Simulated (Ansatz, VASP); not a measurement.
# Cs2PbI2Cl2 in two plane-wave programs

Wanted: the spread between two codes on one cell, functional and k mesh. The cell is taken from a series of runs on this material, whose earlier steps may have relaxed, scaled, displaced or heated it; both programs get it as it stands.

Main program and level: Ansatz 0.2.0; plane waves, with VASP 6.6.1 beside it; dielectric response at PBE.

### Step 1. Set-up

Symmetry: I4/mmm, No. 139, tetragonal system. Conventional cell: a = 5.768 Å, b = 5.768 Å, c = 19.486 Å, α = 90.00°, β = 90.00°, γ = 90.00°. Cs has 4 Cl at 3.86 Å and 5 I at 3.94 to 4.13 Å nearest. Nearest to Pb lie 4 Cl at 2.88 Å and 2 I at 3.24 Å. Nearest to I lie 1 Pb at 3.24 Å and 5 Cs at 3.94 to 4.13 Å. Cl has 2 Pb at 2.88 Å and 4 Cs at 3.86 Å nearest. Farther neighbours and most contacts between anions are not listed.

### Step 2. VASP: dielectric response, PBE

The response to a field tests empty states and converges slowly with the mesh.

Lines of VASP's logs that name or quote its potential files are left out, and so is its time.

INCAR

```
SYSTEM = Cs2PbI2Cl2
PREC = Accurate
ENCUT = 400
EDIFF = 1E-08
NELM = 120
ISMEAR = 0
SIGMA = 0.01
LREAL = .FALSE.
ALGO = Normal
GGA = PE
NBANDS = 37
LORBIT = 11
LWAVE = .FALSE.
LCHARG = .FALSE.
ISIF = 2
LEPSILON = .TRUE.
LASPH = .TRUE.
GGA_COMPAT = .FALSE.
EFERMI = MIDGAP
KPAR = 2
```

POSCAR

```
Cs2PbI2Cl2
1.0
   -2.8838975000      2.8838975000      9.7428095000
    2.8838975000     -2.8838975000      9.7428095000
    2.8838975000      2.8838975000     -9.7428095000
Cs Pb I Cl
2 1 2 2
Direct
    0.3686450000      0.3686450000      0.0000000000
    0.6313550000      0.6313550000      0.0000000000
    0.0000000000      0.0000000000      0.0000000000
    0.1663280000      0.1663280000      0.0000000000
    0.8336720000      0.8336720000      0.0000000000
    0.5000000000      0.0000000000      0.5000000000
    0.0000000000      0.5000000000      0.5000000000
```

KPOINTS

```
Automatic mesh
0
Gamma
6 6 6
0 0 0
```

Potentials, in the order of the species: Cs_sv, Pb_d, I and Cl (PBE family, release 64).

Run with:

```bash
$ mpirun -np 2 vasp_std
```

Numbers of over 12 decimals in the logs are rounded to 6 here.

The program printed:

```text
[banner, memory and clock lines left out]
running    2 mpi-ranks, on    1 nodes
 distrk:  each k-point on    1 cores,    2 groups
 distr:  one band on    1 cores,    1 groups

 POSCAR found type information on POSCAR CsPbI Cl
 POSCAR found :  4 types and       7 ions
 LDA part: xc-table for (Slater+PW92), standard interpolation
 POSCAR, INCAR and KPOINTS ok, starting setup
 FFT: planning ... GRIDC
 FFT: planning ... GRID_SOFT
 FFT: planning ... GRID
 WAVECAR not read
 entering main loop
       N       E                     dE             d eps       ncg     rms          rms(c)
DAV:   1     0.467645585857E+03    0.46765E+03   -0.21050E+04  2220   0.111E+03
DAV:   2     0.341174715670E+02   -0.43353E+03   -0.42345E+03  2836   0.274E+02
DAV:   3    -0.206914196702E+02   -0.54809E+02   -0.54588E+02  2640   0.114E+02
DAV:   4    -0.229035632275E+02   -0.22121E+01   -0.22070E+01  3048   0.304E+01
DAV:   5    -0.229859070061E+02   -0.82344E-01   -0.82316E-01  2993   0.431E+00    0.462E+00
DAV:   6    -0.221248903382E+02    0.86102E+00   -0.16557E+00  3523   0.981E+00    0.319E+00
DAV:   7    -0.220744396443E+02    0.50451E-01   -0.69058E-01  3186   0.372E+00    0.182E+00
DAV:   8    -0.220963682291E+02   -0.21929E-01   -0.81471E-02  3071   0.182E+00    0.285E-01
DAV:   9    -0.220968650215E+02   -0.49679E-03   -0.18819E-02  3313   0.814E-01    0.149E-01
DAV:  10    -0.220976974228E+02   -0.83240E-03   -0.24811E-03  2634   0.197E-01    0.908E-02
DAV:  11    -0.220982976463E+02   -0.60022E-03   -0.73988E-04  2981   0.151E-01    0.330E-02
DAV:  12    -0.220983297886E+02   -0.32142E-04   -0.47788E-05  2903   0.310E-02    0.211E-02
DAV:  13    -0.220983616745E+02   -0.31886E-04   -0.58913E-05  2485   0.308E-02    0.105E-02
DAV:  14    -0.220983616903E+02   -0.15816E-07   -0.23357E-06  3293   0.887E-03    0.362E-03
DAV:  15    -0.220983626593E+02   -0.96897E-06   -0.69702E-07  2660   0.377E-03    0.190E-03
DAV:  16    -0.220983628027E+02   -0.14341E-06   -0.69571E-07  2959   0.449E-03    0.932E-04
DAV:  17    -0.220983627818E+02    0.20908E-07   -0.59267E-08  2832   0.155E-03    0.260E-04
DAV:  18    -0.220983628080E+02   -0.26246E-07   -0.32543E-09  1701   0.414E-04    0.173E-04
DAV:  19    -0.220983628226E+02   -0.14526E-07   -0.15026E-09  1560   0.297E-04    0.558E-05
DAV:  20    -0.220983628249E+02   -0.23165E-08   -0.53181E-10  1490   0.175E-04
   1 F= -.22098363E+02 E0= -.22098363E+02  d E =0.000000E+00
 Linear response reoptimize wavefunctions to high precision
DAV:   1    -0.220983628266E+02   -0.17008E-08   -0.21201E-10  1500   0.108E-04
DAV:   2    -0.220983628266E+02   -0.39108E-10   -0.74444E-11  1475   0.672E-05
 Linear response G [H, r] |phi>, progress :
  Direction:   1
       N       E                     dE             d eps       ncg     rms
RMM:   1    -0.252753771502E+03   -0.25275E+03    0.48328E+02  4109   0.115E+02
RMM:   2    -0.247031991680E+03    0.57218E+01   -0.35289E+01  3605   0.301E+01
RMM:   3    -0.248199834237E+03   -0.11678E+01   -0.28261E+00  3850   0.961E+00
RMM:   4    -0.248287121102E+03   -0.87287E-01   -0.36040E-01  3868   0.368E+00
RMM:   5    -0.248301155550E+03   -0.14034E-01   -0.70669E-02  3993   0.142E+00
RMM:   6    -0.248303328205E+03   -0.21727E-02   -0.16258E-02  3948   0.617E-01
RMM:   7    -0.248303704377E+03   -0.37617E-03   -0.34917E-03  4042   0.277E-01
RMM:   8    -0.248303767375E+03   -0.62998E-04   -0.93183E-04  4106   0.125E-01
RMM:   9    -0.248303793396E+03   -0.26021E-04   -0.43935E-04  4193   0.609E-02
RMM:  10    -0.248303799023E+03   -0.56273E-05   -0.17981E-04  4208   0.321E-02
RMM:  11    -0.248303792369E+03    0.66549E-05   -0.13196E-04  4284   0.171E-02
RMM:  12    -0.248303796519E+03   -0.41507E-05   -0.50668E-04  4282   0.120E-02
RMM:  13    -0.248303798300E+03   -0.17803E-05   -0.27229E-04  4362   0.994E-03
RMM:  14    -0.248303799812E+03   -0.15124E-05   -0.49693E-04  4452   0.897E-03
RMM:  15    -0.248303797889E+03    0.19234E-05   -0.42922E-04  4552   0.865E-03
RMM:  16    -0.248303798367E+03   -0.47789E-06   -0.47398E-04  4595   0.847E-03
RMM:  17    -0.248303800174E+03   -0.18078E-05   -0.40382E-04  4709   0.838E-03
 Linear response G [H, r] |phi>, progress :
  Direction:   2
       N       E                     dE             d eps       ncg     rms
RMM:   1    -0.257486147392E+03   -0.25749E+03    0.44785E+02  4090   0.115E+02
RMM:   2    -0.252089689824E+03    0.53965E+01   -0.35272E+01  3581   0.297E+01
RMM:   3    -0.253317541927E+03   -0.12279E+01   -0.30011E+00  3876   0.978E+00
RMM:   4    -0.253393231645E+03   -0.75690E-01   -0.33581E-01  3841   0.369E+00
RMM:   5    -0.253411151613E+03   -0.17920E-01   -0.64374E-02  4014   0.138E+00
RMM:   6    -0.253413023799E+03   -0.18722E-02   -0.12827E-02  3929   0.599E-01
RMM:   7    -0.253413500278E+03   -0.47648E-03   -0.27998E-03  4028   0.267E-01
RMM:   8    -0.253413559994E+03   -0.59716E-04   -0.69708E-04  4110   0.124E-01
RMM:   9    -0.253413586746E+03   -0.26752E-04   -0.37910E-04  4182   0.592E-02
[...]
RMM:   7    -0.229212372102E+01   -0.55672E-06   -0.10139E-05  4039   0.900E-03
RMM:   8    -0.229212369495E+01    0.26066E-07   -0.39984E-06  3918   0.457E-03
RMM:   9    -0.229212371597E+01   -0.21022E-07   -0.17285E-06  3485   0.230E-03
RMM:  10    -0.229212371839E+01   -0.24217E-08   -0.17519E-06  3301   0.147E-03
[...]
RMM:   7    -0.296070550058E+01   -0.45449E-06   -0.43570E-06  4011   0.959E-03
RMM:   8    -0.296070558945E+01   -0.88870E-07   -0.18316E-06  3764   0.472E-03
RMM:   9    -0.296070560396E+01   -0.14506E-07   -0.11611E-06  3384   0.254E-03
RMM:  10    -0.296070561131E+01   -0.73484E-08   -0.94284E-07  3143   0.148E-03
RMM:  11    -0.296070561252E+01   -0.12158E-08   -0.40257E-07  3029   0.101E-03
RMM:  12    -0.296070561114E+01    0.13804E-08   -0.24897E-06  2995   0.794E-04
RMM:  13    -0.296070561294E+01   -0.18022E-08    0.28419E-07  3045   0.704E-04
RMM:  14    -0.296070561607E+01   -0.31273E-08   -0.18469E-06  3124   0.660E-04
RMM:  15    -0.296070561742E+01   -0.13446E-08    0.25525E-07  3133   0.630E-04
RMM:  16    -0.296070561558E+01    0.18335E-08   -0.18436E-06  3098   0.619E-04
RMM:  17    -0.296070561666E+01   -0.10828E-08   -0.71116E-07  3144   0.613E-04
 change of polarisation eV/A/(eV/A) component  3 :     0.020     0.048     5.921
 dielectric tensor                  component  3 :     0.011     0.027     4.306
 Linear response to external field, progress :
  Direction:   1
       N       E                     dE             d eps       ncg     rms          rms(c)
RMM:   1    -0.243693368997E+01   -0.24369E+01   -0.81970E+00  6578   0.483E+00
RMM:   2    -0.249234497440E+01   -0.55411E-01   -0.88204E-02  5787   0.123E+00    0.313E+00
RMM:   3    -0.226154016398E+01    0.23080E+00   -0.38895E-01  5364   0.215E+00    0.156E+00
RMM:   4    -0.234744517488E+01   -0.85905E-01   -0.41829E-01  5669   0.208E+00    0.434E-01
RMM:   5    -0.243540240655E+01   -0.87957E-01   -0.16729E-02  5950   0.654E-01    0.862E-02
RMM:   6    -0.244418326855E+01   -0.87809E-02   -0.16476E-03  5953   0.192E-01    0.646E-02
RMM:   7    -0.244759593765E+01   -0.34127E-02   -0.30616E-04  6143   0.879E-02    0.419E-02
RMM:   8    -0.245088863581E+01   -0.32927E-02   -0.14709E-04  5856   0.500E-02    0.166E-02
RMM:   9    -0.245183866992E+01   -0.95003E-03   -0.30419E-05  5985   0.240E-02    0.361E-03
RMM:  10    -0.245201553033E+01   -0.17686E-03   -0.51000E-06  6178   0.865E-03    0.200E-03
RMM:  11    -0.245208196010E+01   -0.66430E-04   -0.24395E-06  6134   0.417E-03    0.445E-04
RMM:  12    -0.245204965349E+01    0.32307E-04   -0.23130E-06  6224   0.197E-03    0.199E-04
RMM:  13    -0.245205627632E+01   -0.66228E-05   -0.88514E-07  6205   0.116E-03    0.624E-05
RMM:  14    -0.245204916560E+01    0.71107E-05   -0.28814E-07  5634   0.792E-04    0.278E-05
RMM:  15    -0.245204860132E+01    0.56428E-06   -0.13775E-06  5312   0.678E-04    0.108E-05
RMM:  16    -0.245204883199E+01   -0.23067E-06   -0.16778E-06  4822   0.638E-04    0.607E-06
 change of polarisation eV/A/(eV/A) component  1 :     4.368    -0.097     0.034
 dielectric tensor                  component  1 :     3.438    -0.054     0.019
 Linear response to external field, progress :
  Direction:   2
       N       E                     dE             d eps       ncg     rms          rms(c)
RMM:   1    -0.243693045047E+01   -0.24369E+01   -0.81970E+00  6578   0.483E+00
RMM:   2    -0.249234359957E+01   -0.55413E-01   -0.88098E-02  5793   0.123E+00    0.313E+00
RMM:   3    -0.226153338386E+01    0.23081E+00   -0.38903E-01  5366   0.215E+00    0.156E+00
RMM:   4    -0.234744508465E+01   -0.85912E-01   -0.41831E-01  5667   0.208E+00    0.434E-01
RMM:   5    -0.243544810441E+01   -0.88003E-01   -0.16723E-02  5951   0.654E-01    0.861E-02
RMM:   6    -0.244419563863E+01   -0.87475E-02   -0.16531E-03  5957   0.192E-01    0.645E-02
RMM:   7    -0.244759166650E+01   -0.33960E-02   -0.30560E-04  6143   0.877E-02    0.421E-02
RMM:   8    -0.245088285557E+01   -0.32912E-02   -0.14653E-04  5861   0.500E-02    0.166E-02
RMM:   9    -0.245183228111E+01   -0.94943E-03   -0.30811E-05  5992   0.241E-02    0.362E-03
RMM:  10    -0.245201222451E+01   -0.17994E-03   -0.53450E-06  6197   0.866E-03    0.210E-03
RMM:  11    -0.245207848059E+01   -0.66256E-04   -0.65850E-07  6144   0.419E-03    0.430E-04
RMM:  12    -0.245204516636E+01    0.33314E-04    0.30602E-07  6240   0.199E-03    0.195E-04
RMM:  13    -0.245205204937E+01   -0.68830E-05   -0.65912E-07  6216   0.116E-03    0.685E-05
RMM:  14    -0.245204466522E+01    0.73841E-05   -0.57375E-07  5703   0.809E-04    0.279E-05
RMM:  15    -0.245204419121E+01    0.47401E-06   -0.19750E-07  5342   0.690E-04    0.116E-05
RMM:  16    -0.245204449141E+01   -0.30020E-06   -0.18773E-06  4831   0.647E-04    0.673E-06
 change of polarisation eV/A/(eV/A) component  2 :    -0.097     4.368     0.022
 dielectric tensor                  component  2 :    -0.054     3.438     0.012
 Linear response to external field, progress :
  Direction:   3
       N       E                     dE             d eps       ncg     rms          rms(c)
RMM:   1    -0.289988199570E+01   -0.28999E+01   -0.10900E+01  4268   0.494E+00
RMM:   2    -0.295824949724E+01   -0.58368E-01   -0.12196E-01  3781   0.131E+00    0.354E+00
RMM:   3    -0.251660197208E+01    0.44165E+00   -0.28286E-01  3592   0.234E+00    0.170E+00
RMM:   4    -0.256862985351E+01   -0.52028E-01   -0.38731E-01  3764   0.218E+00    0.641E-01
RMM:   5    -0.269475317933E+01   -0.12612E+00   -0.49418E-02  3890   0.797E-01    0.194E-01
RMM:   6    -0.270418148544E+01   -0.94283E-02   -0.70593E-03  3903   0.260E-01    0.108E-01
RMM:   7    -0.270727536267E+01   -0.30939E-02   -0.37002E-03  3907   0.148E-01    0.355E-02
RMM:   8    -0.270939722963E+01   -0.21219E-02   -0.11786E-03  3894   0.760E-02    0.176E-02
RMM:   9    -0.270738579473E+01    0.20114E-02   -0.68055E-04  4000   0.349E-02    0.107E-02
RMM:  10    -0.270679419641E+01    0.59160E-03   -0.61987E-04  3969   0.136E-02    0.590E-03
RMM:  11    -0.270665689602E+01    0.13730E-03   -0.71702E-04  4051   0.549E-03    0.160E-03
RMM:  12    -0.270662193118E+01    0.34965E-04   -0.50175E-04  4062   0.233E-03    0.452E-04
RMM:  13    -0.270663229460E+01   -0.10363E-04   -0.61593E-04  4088   0.113E-03    0.256E-04
RMM:  14    -0.270661909200E+01    0.13203E-04   -0.41408E-04  4002   0.787E-04    0.835E-05
RMM:  15    -0.270660487540E+01    0.14217E-04   -0.23600E-04  3604   0.606E-04    0.447E-05
RMM:  16    -0.270661748792E+01   -0.12613E-04   -0.38360E-04  3464   0.569E-04    0.139E-05
RMM:  17    -0.270661559488E+01    0.18930E-05   -0.34800E-04  3165   0.547E-04    0.550E-06
 change of polarisation eV/A/(eV/A) component  3 :     0.015     0.040     4.760
 dielectric tensor                  component  3 :     0.009     0.022     3.658
 Born effective charges drift removed
```

From OUTCAR (step 2):

```text
ion  position               nearest neighbor table
   1  0.369  0.369  0.000-
   2  0.631  0.631  0.000-
   3  0.000  0.000  0.000-   6 2.88   7 2.88   7 2.88   6 2.88   4 3.24   5 3.24
   4  0.166  0.166  0.000-   3 3.24
   5  0.834  0.834  0.000-   3 3.24
   6  0.500  0.000  0.500-   3 2.88   3 2.88
   7  0.000  0.500  0.500-   3 2.88   3 2.88

  LATTYP: Found a body centered tetragonal cell.
 ALAT       =     5.7677950000
 C/A-ratio  =     3.3783480516

 Subroutine GETGRP returns: Found 16 space group operations
 (whereof 16 operations were pure point group operations)

The static configuration has the point symmetry D_4h.

 Found     30 irreducible k-points:

   k-points           NKPTS =     30   k-points in BZ     NKDIM =     30   number of bands    NBANDS=     37

   dimension x,y,z NGX =    70 NGY =   70 NGZ =   70
   dimension x,y,z NGXF=   140 NGYF=  140 NGZF=  140

   ENCUT  =  400.0 eV  29.40 Ry    5.42 a.u.  17.22 17.22 17.22*2*pi/ulx,y,z

   NELECT =      60.0000    total number of electrons

 k-points in reciprocal lattice and weights: Automatic mesh
   0.00000000  0.00000000  0.00000000       0.005
   0.16666667  0.00000000  0.00000000       0.037
   0.33333333 -0.00000000  0.00000000       0.037
   0.50000000  0.00000000  0.00000000       0.019
   0.16666667  0.16666667  0.00000000       0.037
   0.33333333  0.16666667  0.00000000       0.074
   0.50000000  0.16666667  0.00000000       0.074
  -0.33333333  0.16666667 -0.00000000       0.074
  -0.16666667  0.16666667  0.00000000       0.019
[...]
-0.33333333 -0.33333333  0.33333333       0.009
   0.50000000  0.50000000  0.50000000       0.005

 average (electrostatic) potential at core
       1 -49.8128       2 -49.8128       3 -96.2324       4 -93.7551       5 -93.7551
       6 -94.0930       7 -94.0930

  Total       -0.1444769     -0.1444769     -0.0558783      0.0000000     -0.0000000     -0.0000000
  in kB       -0.7141757     -0.7141757     -0.2762167      0.0000000     -0.0000000     -0.0000000
  external PRESSURE =      -0.5681894 kB  Pullay stress =       0.0000000 kB

  energy-cutoff  :      400.00
  volume of cell :      324.12
      direct lattice vectors                 reciprocal lattice vectors
    -2.883897500  2.883897500  9.742809500     0.000000000  0.173376481  0.051319899
     2.883897500 -2.883897500  9.742809500     0.173376481  0.000000000  0.051319899
     2.883897500  2.883897500 -9.742809500     0.173376481  0.173376481  0.000000000

 POSITION                                       TOTAL-FORCE (eV/Angst)
 -----------------------------------------------------------------------------------
      0.00000      0.00000      7.18328        -0.000000     -0.000000     -0.004507
      0.00000      0.00000     12.30234         0.000000      0.000000      0.004507
      0.00000      0.00000      0.00000         0.000000      0.000000     -0.000000
      0.00000      0.00000      3.24100         0.000000      0.000000     -0.007098
      0.00000      0.00000     16.24461        -0.000000     -0.000000      0.007098
      0.00000      2.88390      0.00000         0.000000      0.000000     -0.000000
      2.88390      0.00000      0.00000         0.000000      0.000000     -0.000000
 -----------------------------------------------------------------------------------
    total drift:                                0.000000      0.000000     -0.000000

 MACROSCOPIC STATIC DIELECTRIC TENSOR (including local field effects in DFT)
 ------------------------------------------------------
           3.438403     0.000000     0.000000
           0.000000     3.438403    -0.000000
           0.000000    -0.000000     3.657539
 ------------------------------------------------------

 PIEZOELECTRIC TENSOR (including local field effects)  for field in x, y, z        (C/m^2)
          XX          YY          ZZ          XY          YZ          ZX
  --------------------------------------------------------------------------------
  x     0.00000     0.00000     0.00000     0.00000     0.00000     0.00000
  y     0.00000     0.00000     0.00000     0.00000     0.00000     0.00000
  z     0.00000     0.00000     0.00000     0.00000     0.00000     0.00000

 BORN EFFECTIVE CHARGES (including local field effects) (in |e|, cummulative output)
 ---------------------------------------------------------------------------------
 ion    1
    1     1.31835     0.00000     0.00000
    2     0.00000     1.31835     0.00000
    3    -0.00000     0.00000     1.29970
 ion    2
    1     1.31835     0.00000     0.00000
    2     0.00000     1.31835     0.00000
    3     0.00000    -0.00000     1.29970
 ion    3
    1     3.65272    -0.00000    -0.00000
    2     0.00000     3.65272     0.00000
    3     0.00000     0.00000     3.42193
 ion    4
    1    -0.91459     0.00000     0.00000
    2     0.00000    -0.91459     0.00000
    3     0.00000    -0.00000    -2.26555
 ion    5
    1    -0.91459     0.00000     0.00000
    2     0.00000    -0.91459     0.00000
    3     0.00000    -0.00000    -2.26555
 ion    6
    1    -0.79530    -0.00000    -0.00000
    2     0.00000    -3.66495     0.00000
    3     0.00000     0.00000    -0.74511
 ion    7
    1    -3.66495    -0.00000    -0.00000
    2     0.00000    -0.79530     0.00000
    3     0.00000     0.00000    -0.74511
```

[end of part 1 of 2]

[Lines on the potential files, build, host, timing and source positions are cut from VASP's logs without a mark.]

[Logs are printed without paths, hosts, clocks, repeated set-up lines and the standing remarks that a program may print on its own settings, such as how far it seeks lower states.]

[Hosts, paths, dates, database ids (printed as entryN), source tags and the programs' standing remarks are cut or masked in the printed files.]
